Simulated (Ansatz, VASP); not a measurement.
## TaN: VASP beside Ansatz

One calculation is typed for both programs; each brings its own data sets. How far apart do they land? The cell is taken from a series of runs on this material, whose earlier steps may have relaxed, scaled, displaced or heated it; both programs get it as it stands.

Method: plane waves, with VASP 6.6.1 beside it; zone-centre phonons at LDA, in Ansatz 0.2.0.

## Step 1: Set-up

It takes space group P-6m2 (No. 187, hexagonal). The conventional cell has a = 2.896 Å, b = 2.896 Å, c = 2.843 Å, α = 90.00°, β = 90.00°, γ = 120.00°. Nearest to N lie 6 Ta at 2.19 Å. Ta has 6 N at 2.19 Å nearest. Farther neighbours and most contacts between anions are not listed.

## Step 2: VASP: zone-centre phonons, LDA

Second derivatives magnify differences that forces hide, and they need a tight electronic threshold.

Lines of VASP's logs that name or quote its potential files are left out, and so is its time.

Contents of INCAR:

```
SYSTEM = TaN
PREC = Accurate
ENCUT = 600
EDIFF = 1E-08
NELM = 120
ISMEAR = 1
SIGMA = 0.2
LREAL = .FALSE.
ALGO = Normal
GGA = CA
NBANDS = 14
LASPH = .TRUE.
LORBIT = 11
LWAVE = .FALSE.
LCHARG = .FALSE.
ISIF = 2
IBRION = 8
GGA_COMPAT = .FALSE.
KPAR = 2
```

Contents of POSCAR:

```
TaN
1.0
    2.8961210043      0.0000000000      0.0000000000
   -1.4480605021      2.5081143622      0.0000000000
    0.0000000000      0.0000000000      2.8434656676
N Ta
1 1
Direct
    0.6666666667      0.3333333333      0.0000000000
    0.0000000000      0.0000000000      0.5000000000
```

Contents of KPOINTS:

```
Automatic mesh
0
Gamma
18 18 16
0 0 0
```

Potentials, in the order of the species: N and Ta_pv (LDA family, release 64).

Started as:

```
$ mpirun -np 2 vasp_std
```

Numbers of over 12 decimals in the logs are rounded to 6 here.

What it wrote:

```text
[banner, memory and clock lines left out]
running    2 mpi-ranks, on    1 nodes
 distrk:  each k-point on    1 cores,    2 groups
 distr:  one band on    1 cores,    1 groups

 POSCAR found type information on POSCAR N Ta
 POSCAR found :  2 types and       2 ions
 LDA part: xc-table for (Slater(with rela. corr.)+CA(PZ))
 , standard interpolation
 POSCAR, INCAR and KPOINTS ok, starting setup
 FFT: planning ... GRIDC
 FFT: planning ... GRID_SOFT
 FFT: planning ... GRID
 WAVECAR not read
 entering main loop
       N       E                     dE             d eps       ncg     rms          rms(c)
DAV:   1     0.996645053162E+02    0.99665E+02   -0.98160E+03  9332   0.134E+03
DAV:   2    -0.239759379936E+02   -0.12364E+03   -0.11711E+03 11364   0.332E+02
DAV:   3    -0.272292381279E+02   -0.32533E+01   -0.32370E+01 10632   0.510E+01
DAV:   4    -0.272438355356E+02   -0.14597E-01   -0.14594E-01 11274   0.376E+00
DAV:   5    -0.272439393177E+02   -0.10378E-03   -0.10378E-03 10860   0.295E-01    0.254E+01
DAV:   6    -0.248564632811E+02    0.23875E+01   -0.45434E+00 10260   0.252E+01    0.109E+01
DAV:   7    -0.247509978594E+02    0.10547E+00   -0.38464E-01 12528   0.577E+00    0.739E+00
DAV:   8    -0.247176488051E+02    0.33349E-01   -0.14368E-01 12288   0.329E+00    0.138E+00
DAV:   9    -0.247125331252E+02    0.51157E-02   -0.11163E-02 10080   0.890E-01    0.167E-01
DAV:  10    -0.247123472477E+02    0.18588E-03   -0.70394E-04 11886   0.312E-01    0.108E-01
DAV:  11    -0.247123178659E+02    0.29382E-04   -0.53125E-05 10482   0.701E-02    0.155E-02
DAV:  12    -0.247123179552E+02   -0.89249E-07   -0.29547E-06 11802   0.162E-02    0.295E-03
DAV:  13    -0.247123179285E+02    0.26675E-07   -0.15191E-07 11064   0.334E-03    0.165E-03
DAV:  14    -0.247123179211E+02    0.73705E-08   -0.20733E-08 11112   0.137E-03
   1 F= -.24712318E+02 E0= -.24712615E+02  d E =0.892144E-03
 Linear response reoptimize wavefunctions to high precision
DAV:   1    -0.247123179209E+02    0.19941E-09   -0.44271E-10  7872   0.219E-04
DAV:   2    -0.247123179209E+02   -0.43201E-11   -0.20802E-11  6618   0.535E-05
 Linear response DOF=           4
 Linear response progress:
  Degree of freedom:   1/  4
       N       E                     dE             d eps       ncg     rms          rms(c)
RMM:   1    -0.230564124760E+00   -0.23056E+00    0.11000E-01 93027   0.288E+00
RMM:   2    -0.224340778467E+00    0.62233E-02   -0.37576E-03 70311   0.482E-01    0.189E-01
RMM:   3    -0.225196148169E+00   -0.85537E-03   -0.69483E-04 67359   0.174E-01    0.103E-01
RMM:   4    -0.226465924455E+00   -0.12698E-02   -0.36590E-04 67946   0.121E-01    0.273E-02
RMM:   5    -0.226533753421E+00   -0.67829E-04   -0.11760E-05 76104   0.257E-02    0.257E-03
RMM:   6    -0.226537112881E+00   -0.33595E-05   -0.12129E-06 75516   0.545E-03    0.679E-04
RMM:   7    -0.226529999201E+00    0.71137E-05   -0.19409E-07 78325   0.161E-03    0.297E-04
RMM:   8    -0.226531627135E+00   -0.16279E-05   -0.73077E-08 77945   0.480E-04    0.917E-05
RMM:   9    -0.226530994514E+00    0.63262E-06   -0.66495E-09 76129   0.175E-04    0.170E-05
RMM:  10    -0.226530932328E+00    0.62186E-07   -0.13929E-08 83496   0.583E-05    0.773E-06
RMM:  11    -0.226530993796E+00   -0.61468E-07    0.36221E-09 78457   0.245E-05    0.260E-06
RMM:  12    -0.226531013934E+00   -0.20138E-07    0.28256E-09 74912   0.147E-05    0.102E-06
RMM:  13    -0.226531008610E+00    0.53236E-08    0.49587E-09 50876   0.115E-05    0.304E-07
 first order change of Fermi-energy   0.20342E-04
 force on displaced ion       1 direction 1 : -14.790   0.001   0.000
 Linear response progress:
  Degree of freedom:   2/  4
       N       E                     dE             d eps       ncg     rms          rms(c)
RMM:   1    -0.234521225372E+00   -0.23452E+00    0.15448E-01 31666   0.298E+00
RMM:   2    -0.229324461548E+00    0.51968E-02   -0.42399E-03 25172   0.503E-01    0.162E-01
RMM:   3    -0.230119966852E+00   -0.79551E-03   -0.10265E-03 24003   0.198E-01    0.819E-02
RMM:   4    -0.231420911023E+00   -0.13009E-02   -0.45053E-04 24462   0.132E-01    0.223E-02
RMM:   5    -0.231555121562E+00   -0.13421E-03   -0.95631E-06 26142   0.336E-02    0.407E-03
RMM:   6    -0.231560454897E+00   -0.53333E-05    0.79491E-07 26438   0.806E-03    0.927E-04
RMM:   7    -0.231552431806E+00    0.80231E-05    0.25763E-07 25821   0.216E-03    0.296E-04
RMM:   8    -0.231554366749E+00   -0.19349E-05    0.93998E-08 27504   0.664E-04    0.974E-05
RMM:   9    -0.231554887166E+00   -0.52042E-06    0.25208E-08 27040   0.210E-04    0.203E-05
RMM:  10    -0.231554684163E+00    0.20300E-06    0.11899E-09 27995   0.706E-05    0.521E-06
RMM:  11    -0.231554725906E+00   -0.41743E-07    0.33312E-09 27155   0.279E-05    0.956E-07
RMM:  12    -0.231554735671E+00   -0.97649E-08   -0.17685E-09 26597   0.160E-05    0.395E-07
 first order change of Fermi-energy  -0.33034E-04
 force on displaced ion       1 direction 3 :  -0.000   0.000 -16.354
 Linear response progress:
  Degree of freedom:   3/  4
       N       E                     dE             d eps       ncg     rms          rms(c)
RMM:   1    -0.130438991833E+00   -0.13044E+00    0.11520E+01 42120   0.245E+01
RMM:   2    -0.159280158279E+00   -0.28841E-01   -0.25988E-02 63749   0.147E+00    0.186E-01
RMM:   3    -0.158032138033E+00    0.12480E-02   -0.28632E-03 73815   0.353E-01    0.104E-01
RMM:   4    -0.157234946791E+00    0.79719E-03   -0.39506E-04 82243   0.121E-01    0.403E-02
RMM:   5    -0.156936645630E+00    0.29830E-03   -0.66479E-05 82298   0.325E-02    0.703E-03
RMM:   6    -0.156939990185E+00   -0.33446E-05    0.11850E-06 76900   0.128E-02    0.133E-03
RMM:   7    -0.156940189702E+00   -0.19952E-06    0.12305E-06 84570   0.395E-03    0.391E-04
RMM:   8    -0.156942986997E+00   -0.27973E-05    0.94109E-07 91524   0.149E-03    0.158E-04
RMM:   9    -0.156944018711E+00   -0.10317E-05    0.40235E-07 79291   0.610E-04    0.402E-05
RMM:  10    -0.156944379383E+00   -0.36067E-06    0.53010E-07 85630   0.292E-04    0.187E-05
RMM:  11    -0.156944503058E+00   -0.12368E-06    0.22592E-07 89743   0.130E-04    0.394E-06
RMM:  12    -0.156944484136E+00    0.18922E-07    0.20244E-07 84244   0.725E-05    0.271E-06
RMM:  13    -0.156944508577E+00   -0.24441E-07    0.99981E-08 82851   0.434E-05    0.258E-06
RMM:  14    -0.156944539138E+00   -0.30561E-07    0.94445E-08 78550   0.307E-05    0.107E-06
RMM:  15    -0.156944552142E+00   -0.13004E-07    0.52027E-08 80548   0.208E-05    0.547E-07
RMM:  16    -0.156944552177E+00   -0.35310E-10    0.39571E-08 42650   0.152E-05    0.210E-07
 first order change of Fermi-energy  -0.51306E-04
 force on displaced ion       2 direction 1 : -14.789   0.001   0.000
 Linear response progress:
  Degree of freedom:   4/  4
       N       E                     dE             d eps       ncg     rms          rms(c)
RMM:   1    -0.149333922550E+00   -0.14933E+00    0.10028E+01 14976   0.238E+01
RMM:   2    -0.177956368454E+00   -0.28622E-01   -0.28045E-02 21899   0.148E+00    0.139E-01
RMM:   3    -0.177395647864E+00    0.56072E-03   -0.22259E-03 25922   0.310E-01    0.742E-02
RMM:   4    -0.176970770114E+00    0.42488E-03   -0.18999E-04 27288   0.961E-02    0.234E-02
RMM:   5    -0.176854430976E+00    0.11634E-03   -0.26526E-05 28364   0.276E-02    0.665E-03
RMM:   6    -0.176833761915E+00    0.20669E-04   -0.54623E-06 26652   0.105E-02    0.704E-04
RMM:   7    -0.176835836235E+00   -0.20743E-05   -0.33299E-06 29252   0.316E-03    0.340E-04
RMM:   8    -0.176839004395E+00   -0.31682E-05   -0.17693E-06 28973   0.125E-03    0.639E-05
RMM:   9    -0.176839584032E+00   -0.57964E-06   -0.11543E-06 29280   0.480E-04    0.301E-05
RMM:  10    -0.176839991757E+00   -0.40772E-06   -0.58376E-07 27555   0.271E-04    0.108E-05
RMM:  11    -0.176840022968E+00   -0.31211E-07   -0.33581E-07 29941   0.133E-04    0.332E-06
RMM:  12    -0.176840054153E+00   -0.31186E-07   -0.16923E-07 30376   0.774E-05    0.321E-06
RMM:  13    -0.176840015198E+00    0.38955E-07   -0.11081E-07 27370   0.484E-05    0.708E-06
RMM:  14    -0.176840068846E+00   -0.53648E-07   -0.58081E-08 26209   0.344E-05    0.426E-06
RMM:  15    -0.176840123536E+00   -0.54690E-07   -0.37478E-08 27230   0.268E-05    0.102E-06
RMM:  16    -0.176840137237E+00   -0.13701E-07   -0.19718E-08 28456   0.170E-05    0.488E-07
RMM:  17    -0.176840141981E+00   -0.47438E-08   -0.12590E-08 19310   0.123E-05    0.388E-07
 first order change of Fermi-energy  -0.91905E-03
 force on displaced ion       2 direction 3 :  -0.000   0.000 -16.346
 Linear response finished
```

From OUTCAR (step 2):

```text
ion  position               nearest neighbor table
   1  0.667  0.333  0.000-   2 2.19   2 2.19   2 2.19   2 2.19   2 2.19   2 2.19
   2  0.000  0.000  0.500-   1 2.19   1 2.19   1 2.19   1 2.19   1 2.19   1 2.19

  LATTYP: Found a hexagonal cell.
 ALAT       =     2.8961210043
 C/A-ratio  =     0.9818186683

 Subroutine GETGRP returns: Found 12 space group operations
 (whereof 12 operations were pure point group operations)

The static configuration has the point symmetry D_3h.

 Found    333 irreducible k-points:

   k-points           NKPTS =    333   k-points in BZ     NKDIM =    333   number of bands    NBANDS=     14

   dimension x,y,z NGX =    24 NGY =   24 NGZ =   24
   dimension x,y,z NGXF=    48 NGYF=   48 NGZF=   48

   ENCUT  =  600.0 eV  44.10 Ry    6.64 a.u.   5.78  5.78  5.68*2*pi/ulx,y,z

   NELECT =      16.0000    total number of electrons

 k-points in reciprocal lattice and weights: Automatic mesh
   0.00000000  0.00000000  0.00000000       0.000
   0.05555556 -0.00000000  0.00000000       0.001
   0.11111111 -0.00000000  0.00000000       0.001
   0.16666667 -0.00000000  0.00000000       0.001
   0.22222222  0.00000000  0.00000000       0.001
   0.27777778 -0.00000000  0.00000000       0.001
   0.33333333 -0.00000000  0.00000000       0.001
   0.38888889  0.00000000  0.00000000       0.001
   0.44444444  0.00000000  0.00000000       0.001
[...]
0.33333333  0.27777778  0.50000000       0.002
   0.33333333  0.33333333  0.50000000       0.000

 average (electrostatic) potential at core
       1 -60.9686       2 -34.8649

  Total        0.7593774      0.7593774      0.7942440      0.0000000     -0.0000000      0.0000000
  in kB       58.9055496     58.9055496     61.6101835      0.0000000     -0.0000000      0.0000000
  external PRESSURE =      59.8070943 kB  Pullay stress =       0.0000000 kB

  energy-cutoff  :      600.00
  volume of cell :       20.65
      direct lattice vectors                 reciprocal lattice vectors
     2.896121004  0.000000000  0.000000000     0.345289440  0.199352951  0.000000000
    -1.448060502  2.508114362  0.000000000     0.000000000  0.398705902  0.000000000
     0.000000000  0.000000000  2.843465668     0.000000000  0.000000000  0.351683515

 POSITION                                       TOTAL-FORCE (eV/Angst)
 -----------------------------------------------------------------------------------
      1.44806      0.83604      0.00000         0.000000     -0.000000      0.000000
      0.00000      0.00000      1.42173        -0.000000      0.000000      0.000000
 -----------------------------------------------------------------------------------
    total drift:                               -0.000000      0.000000      0.000000

 Eigenvectors and eigenvalues of the dynamical matrix
 ----------------------------------------------------

   1 f  =   17.536989 THz   110.188149 2PiTHz  584.970973 cm-1    72.527124 meV
             X         Y         Z           dx          dy          dz
      1.448061  0.836038  0.000000     0.000000   -0.000000    0.963437
      0.000000  0.000000  1.421733    -0.000000    0.000000   -0.267935

   2 f  =   16.677625 THz   104.788610 2PiTHz  556.305699 cm-1    68.973085 meV
             X         Y         Z           dx          dy          dz
      1.448061  0.836038  0.000000     0.404391    0.874445   -0.000000
      0.000000  0.000000  1.421733    -0.112484   -0.243232    0.000000

   3 f  =   16.677625 THz   104.788610 2PiTHz  556.305699 cm-1    68.973085 meV
             X         Y         Z           dx          dy          dz
      1.448061  0.836038  0.000000    -0.874445    0.404391    0.000000
      0.000000  0.000000  1.421733     0.243232   -0.112484    0.000000

   4 f/i=    0.000136 THz     0.000855 2PiTHz    0.004538 cm-1     0.000563 meV
             X         Y         Z           dx          dy          dz
      1.448061  0.836038  0.000000    -0.171375    0.206023   -0.000000
      0.000000  0.000000  1.421733    -0.616109    0.740672    0.000000

   5 f/i=    0.000136 THz     0.000855 2PiTHz    0.004538 cm-1     0.000563 meV
             X         Y         Z           dx          dy          dz
      1.448061  0.836038  0.000000     0.206023    0.171375    0.000000
      0.000000  0.000000  1.421733     0.740672    0.616109    0.000000

   6 f/i=    0.000998 THz     0.006272 2PiTHz    0.033295 cm-1     0.004128 meV
             X         Y         Z           dx          dy          dz
      1.448061  0.836038  0.000000    -0.000000    0.000000   -0.267935
      0.000000  0.000000  1.421733     0.000000    0.000000   -0.963437

 ELASTIC MODULI CONTR FROM IONIC RELAXATION (kBar)
 Direction    XX          YY          ZZ          XY          YZ          ZX
 --------------------------------------------------------------------------------
 XX         -32.6275     32.6275     -0.0000     -0.0000     -0.0000      0.0000
 YY          32.6275    -32.6275      0.0000     -0.0000      0.0000     -0.0000
 ZZ          -0.0000      0.0000     -0.0000     -0.0000      0.0000     -0.0000
 XY          -0.0000     -0.0000     -0.0000    -32.6275      0.0000     -0.0000
 YZ          -0.0000      0.0000      0.0000      0.0000     -0.0000      0.0000
 ZX           0.0000     -0.0000     -0.0000     -0.0000      0.0000     -0.0000
 --------------------------------------------------------------------------------
```

(Continued in part 2 of 2.)

[Lines on the potential files, build, host, timing and source positions are cut from VASP's logs without a mark.]

[Logs are printed without paths, hosts, clocks, repeated set-up lines and the standing remarks that a program may print on its own settings, such as how far it seeks lower states.]

[Hosts, paths, dates, database ids (printed as entryN), source tags and the programs' standing remarks are cut or masked in the printed files.]
